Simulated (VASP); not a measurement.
Method: LDA (Ceperley-Alder, Perdew-Zunger), VASP's LDA PAW potentials (set 64) (plane waves; VASP).

Input for VASP

**INCAR**
```
ALGO=Normal
EDIFF=1E-7
EDIFFG=-0.01
ENCUT=520
IBRION=2
ISIF=4
ISMEAR=1
LASPH=T
LCHARG=F
LMAXMIX=4
LREAL=F
LWAVE=F
NELM=100
NSW=30
PREC=Accurate
SIGMA=0.1
SYSTEM=Cd
```

File KPOINTS:
```
Automatic mesh
0
Gamma
14 14 7
0 0 0
```

**POSCAR**
```
Cd
1
    1.4329943974    -2.4820193777     0.0000000000
    1.4329943974     2.4820193777     0.0000000000
    0.0000000000     0.0000000000     5.3179018031
Cd
2
Direct
  0.3333330000   0.6666670000   0.2500000000
  0.6666670000   0.3333330000   0.7500000000
```

POTCAR, in this order: Cd (LDA.64 set). Program: vasp_std.

Output

**OSZICAR**
```
       N       E                     dE             d eps       ncg     rms          rms(c)
DAV:   1     0.173031537164E+03    0.17303E+03   -0.13586E+04  3080   0.155E+03
DAV:   2     0.173010496658E+00   -0.17286E+03   -0.16911E+03  3120   0.386E+02
DAV:   3    -0.317994816829E+01   -0.33530E+01   -0.33495E+01  3832   0.643E+01
DAV:   4    -0.318405852527E+01   -0.41104E-02   -0.41103E-02  3592   0.199E+00
DAV:   5    -0.318406945437E+01   -0.10929E-04   -0.10929E-04  3920   0.986E-02    0.665E+00
DAV:   6    -0.301383960659E+01    0.17023E+00   -0.41622E-01  3320   0.906E+00    0.487E+00
DAV:   7    -0.299353969554E+01    0.20300E-01   -0.47301E-02  3728   0.231E+00    0.184E+00
DAV:   8    -0.299116095902E+01    0.23787E-02   -0.56680E-03  3376   0.115E+00    0.104E-01
DAV:   9    -0.299116934914E+01   -0.83901E-05   -0.16413E-05  4032   0.536E-02    0.427E-02
DAV:  10    -0.299117644122E+01   -0.70921E-05   -0.50304E-06  3504   0.268E-02    0.256E-03
DAV:  11    -0.299117641786E+01    0.23361E-07   -0.19462E-07  2960   0.581E-03
   1 F= -.29911764E+01 E0= -.29910280E+01  d E =-.299118E+01
       N       E                     dE             d eps       ncg     rms          rms(c)
DAV:   1    -0.308066171891E+01   -0.89485E-01   -0.35267E+00  3280   0.174E+01    0.137E+00
DAV:   2    -0.302709997009E+01    0.53562E-01   -0.36157E-02  3240   0.260E+00    0.774E-01
DAV:   3    -0.300230859244E+01    0.24791E-01   -0.46742E-02  3368   0.219E+00    0.245E-01
DAV:   4    -0.300267278025E+01   -0.36419E-03   -0.39064E-03  3432   0.887E-01    0.197E-01
DAV:   5    -0.300266160130E+01    0.11179E-04   -0.10539E-05  3792   0.594E-02    0.757E-02
DAV:   6    -0.300265802974E+01    0.35716E-05   -0.83868E-06  3456   0.272E-02    0.344E-02
DAV:   7    -0.300265740576E+01    0.62397E-06   -0.56369E-07  3496   0.989E-03    0.241E-02
DAV:   8    -0.300265683637E+01    0.56939E-06   -0.53624E-07  3480   0.648E-03    0.568E-03
DAV:   9    -0.300265678895E+01    0.47427E-07   -0.16328E-07  2024   0.424E-03
   2 F= -.30026568E+01 E0= -.30027450E+01  d E =-.114804E-01
       N       E                     dE             d eps       ncg     rms          rms(c)
DAV:   1    -0.301761854287E+01   -0.14962E-01   -0.60221E-01  3224   0.719E+00    0.559E-01
DAV:   2    -0.300882695223E+01    0.87916E-02   -0.59662E-03  3200   0.111E+00    0.316E-01
DAV:   3    -0.300477137803E+01    0.40556E-02   -0.76095E-03  3360   0.890E-01    0.997E-02
DAV:   4    -0.300483123780E+01   -0.59860E-04   -0.64641E-04  3400   0.364E-01    0.779E-02
DAV:   5    -0.300482944008E+01    0.17977E-05   -0.22743E-06  3688   0.290E-02    0.318E-02
DAV:   6    -0.300482867671E+01    0.76337E-06   -0.22957E-06  3344   0.122E-02    0.149E-02
DAV:   7    -0.300482855490E+01    0.12181E-06   -0.93493E-08  1904   0.398E-03    0.104E-02
DAV:   8    -0.300482843835E+01    0.11655E-06   -0.11652E-07  2064   0.298E-03    0.208E-03
DAV:   9    -0.300482842754E+01    0.10804E-07   -0.24229E-08  1616   0.168E-03
   3 F= -.30048284E+01 E0= -.30046545E+01  d E =-.136520E-01
       N       E                     dE             d eps       ncg     rms          rms(c)
DAV:   1    -0.305962922131E+01   -0.54801E-01   -0.24171E+00  3232   0.144E+01    0.112E+00
DAV:   2    -0.302450195805E+01    0.35127E-01   -0.23555E-02  3192   0.219E+00    0.637E-01
DAV:   3    -0.300808047271E+01    0.16421E-01   -0.30159E-02  3264   0.181E+00    0.196E-01
DAV:   4    -0.300833371691E+01   -0.25324E-03   -0.27069E-03  3432   0.747E-01    0.154E-01
DAV:   5    -0.300832711505E+01    0.66019E-05   -0.64172E-06  3648   0.465E-02    0.597E-02
DAV:   6    -0.300832525231E+01    0.18627E-05   -0.45357E-06  3376   0.194E-02    0.263E-02
DAV:   7    -0.300832489569E+01    0.35662E-06   -0.29748E-07  2944   0.728E-03    0.184E-02
DAV:   8    -0.300832455575E+01    0.33995E-06   -0.32337E-07  2744   0.513E-03    0.384E-03
DAV:   9    -0.300832452820E+01    0.27545E-07   -0.83976E-08  1624   0.290E-03
   4 F= -.30083245E+01 E0= -.30083758E+01  d E =-.171481E-01
       N       E                     dE             d eps       ncg     rms          rms(c)
DAV:   1    -0.320281952107E+01   -0.19449E+00   -0.97367E+00  3232   0.291E+01    0.225E+00
DAV:   2    -0.306626660258E+01    0.13655E+00   -0.91276E-02  3240   0.433E+00    0.128E+00
DAV:   3    -0.300176113125E+01    0.64505E-01   -0.10988E-01  3320   0.355E+00    0.377E-01
DAV:   4    -0.300274989979E+01   -0.98877E-03   -0.10333E-02  3392   0.146E+00    0.280E-01
DAV:   5    -0.300272515996E+01    0.24740E-04   -0.26964E-05  3568   0.798E-02    0.776E-02
DAV:   6    -0.300271619465E+01    0.89653E-05   -0.86811E-06  3560   0.466E-02    0.232E-02
DAV:   7    -0.300271591742E+01    0.27723E-06   -0.19511E-06  3344   0.193E-02    0.130E-02
DAV:   8    -0.300271568405E+01    0.23336E-06   -0.25732E-07  2616   0.469E-03    0.163E-03
DAV:   9    -0.300271567266E+01    0.11388E-07   -0.17733E-08  1728   0.122E-03
   5 F= -.30027157E+01 E0= -.30027106E+01  d E =-.115393E-01
       N       E                     dE             d eps       ncg     rms          rms(c)
DAV:   1    -0.310682250113E+01   -0.10411E+00   -0.46819E+00  3200   0.200E+01    0.156E+00
DAV:   2    -0.303967837825E+01    0.67144E-01   -0.47834E-02  3224   0.305E+00    0.891E-01
DAV:   3    -0.300791464132E+01    0.31764E-01   -0.59227E-02  3336   0.250E+00    0.286E-01
DAV:   4    -0.300835499237E+01   -0.44035E-03   -0.49441E-03  3312   0.102E+00    0.212E-01
DAV:   5    -0.300836126537E+01   -0.62730E-05   -0.51565E-05  3536   0.124E-01    0.104E-01
DAV:   6    -0.300833850034E+01    0.22765E-04   -0.53760E-05  3288   0.727E-02    0.470E-02
DAV:   7    -0.300833768415E+01    0.81619E-06   -0.26871E-06  3472   0.213E-02    0.296E-02
DAV:   8    -0.300833723490E+01    0.44925E-06   -0.34854E-07  2672   0.470E-03    0.134E-02
DAV:   9    -0.300833717491E+01    0.59996E-07   -0.52490E-07  3424   0.868E-03
   6 F= -.30083372E+01 E0= -.30082311E+01  d E =-.171608E-01
       N       E                     dE             d eps       ncg     rms          rms(c)
DAV:   1    -0.301317578907E+01   -0.48386E-02   -0.21042E-01  3216   0.425E+00    0.333E-01
DAV:   2    -0.301007321289E+01    0.31026E-02   -0.21086E-03  3200   0.676E-01    0.188E-01
DAV:   3    -0.300863675699E+01    0.14365E-02   -0.26379E-03  3344   0.535E-01    0.592E-02
DAV:   4    -0.300865823041E+01   -0.21473E-04   -0.23269E-04  3304   0.220E-01    0.452E-02
DAV:   5    -0.300865780973E+01    0.42068E-06   -0.11665E-06  3640   0.204E-02    0.192E-02
DAV:   6    -0.300865743289E+01    0.37684E-06   -0.11240E-06  3256   0.911E-03    0.904E-03
DAV:   7    -0.300865740314E+01    0.29745E-07   -0.49278E-08  1712   0.295E-03
   7 F= -.30086574E+01 E0= -.30086303E+01  d E =-.174810E-01
```

### OUTCAR
```
------------------------ aborting loop because EDIFF is reached ----------------------------------------
  FORCE on cell =-STRESS in cart. coord.  units (eV):
  Direction    XX          YY          ZZ          XY          YZ          ZX
  --------------------------------------------------------------------------------------
  Total        1.0323692      1.0323695      1.0491863      0.0000000      0.0000000      0.0000000
  in kB       43.7245805     43.7245921     44.4368458      0.0000000      0.0000000      0.0000000
  external PRESSURE =      43.9620061 kB  Pullay stress =       0.0000000 kB
  volume of cell :       37.83
      direct lattice vectors                 reciprocal lattice vectors
     1.461432163 -2.531275093  0.000000000     0.342130146 -0.197528906 -0.000000000
     1.461432163  2.531275093  0.000000000     0.342130146  0.197528906  0.000000000
     0.000000000 -0.000000000  5.112954961    -0.000000000  0.000000000  0.195581617
 POSITION                                       TOTAL-FORCE (eV/Angst)
 -----------------------------------------------------------------------------------
      1.46143      0.84376      1.27824        -0.000000     -0.000000      0.000000
      1.46143     -0.84376      3.83472         0.000000      0.000000      0.000000
 -----------------------------------------------------------------------------------
    total drift:                               -0.000000      0.000179      0.000002
  FREE ENERGIE OF THE ION-ELECTRON SYSTEM (eV)
  ---------------------------------------------------
  free  energy   TOTEN  =        -3.0086574031 eV

  energy  without entropy=       -3.0085759732  energy(sigma->0) =       -3.00863026

 reached required accuracy - stopping structural energy minimisation
```
(Selected blocks of OUTCAR.)

**CONTCAR**
```
Cd
   1.00000000000000
     1.4614321630881704   -2.5312750926647438    0.0000000000000000
     1.4614321630881704    2.5312750926647438    0.0000000000000000
     0.0000000000000000   -0.0000000000000000    5.1129549608723783
  Cd
     2
Direct
     0.3333330000000032    0.6666669999999968    0.2500000000000000
     0.6666669999999968    0.3333330000000032    0.7500000000000000
```

The compound is Cd in the hcp structure. This cell is one point of a volume scan, at 0.94 of the reference volume. Symmetry was kept, so distortions that lower it aren't found.
